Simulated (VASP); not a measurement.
## Co2PtO4: single point with PBE

Co2PtO4, a slab with vacuum:

```
O Co Pt
1.0
     2.82454    0.00000    0.00000
    -1.41227    2.44612    0.00000
     0.00000    0.00000   22.87881
O Co Pt
4 2 1
Direct
  0.00000 0.00000 0.32781
  0.66667 0.33333 0.41258
  0.66667 0.33333 0.58742
  0.33333 0.66667 0.67219
  0.33333 0.66667 0.37020
  0.00000 0.00000 0.62980
  0.66667 0.33333 0.50000
```

The cell isn't the ideal one: the (0 0 1) slab of CoPtO2, cut from the database cell, not relaxed.

| Item | Value |
| --- | --- |
| Program | VASP 6.6.1 |
| Task | single point |
| Functional | PBE |
| Potentials or basis | VASP PAW PBE potentials, release 64 (O, Co, Pt) |
| Cutoff | 520 eV |
| k mesh | 11 × 11 × 1 |
| Occupations | fermi-dirac, width 0.05 eV |
| Spin | collinear spin, ferromagnetic start |
| Starting moments | [0.0, 0.0, 0.0, 0.0, 2.0, 2.0, 0.0] μB |
| Dipole correction | yes |
| Further INCAR settings | ALGO = Normal; EDIFF = 1e-07; NBANDS = 39 |

```json
{"Largest force": "1.713 eV/Å", "Band gap on the k mesh": "none (metal or under the smearing width)", "Net moment": "0.90 μB per cell", "Site moments": "O +0.07, +0.02; Co +0.34; Pt +0.01 μB", "Valence electrons inside the program's atomic spheres": "O 4.91, 5.02; Co 8.40; Pt 9.22"}
```

Forces on the atoms (eV/Å):
```
O    0.000  0.000  1.051
O    0.000  0.000  0.347
O    0.000  0.000 -0.347
O    0.000  0.000 -1.051
Co   0.000  0.000 -1.713
Co   0.000  0.000  1.713
Pt   0.000  0.000  0.000
```

Levels at points of the mesh, in eV from the Fermi level:
Spin up:
```
           k point  band 24  band 25  band 26  band 27  band 28  band 29  band 30  band 31
(0.00, 0.00, 0.00)    -0.56    -0.56    -0.42    -0.32     2.26     2.26     2.44     2.44
```
Spin down:
```
           k point  band 22  band 23  band 24  band 25  band 26  band 27  band 28  band 29  band 30  band 31
(0.00, 0.00, 0.00)    -1.21    -1.21    -0.53    -0.53     0.10     0.21     2.44     2.44     2.61     2.61
```

Wall time 5.8 min on 1 thread of Intel(R) Xeon(R) Platinum 8488C (Sapphire Rapids), on a shared host, peak memory 0.48 GiB.

Caveat: semilocal functionals often make such compounds metallic where correlation or magnetic order opens a gap, which also shifts bond lengths. Spin-orbit coupling is left out, which matters for the levels of Pt.
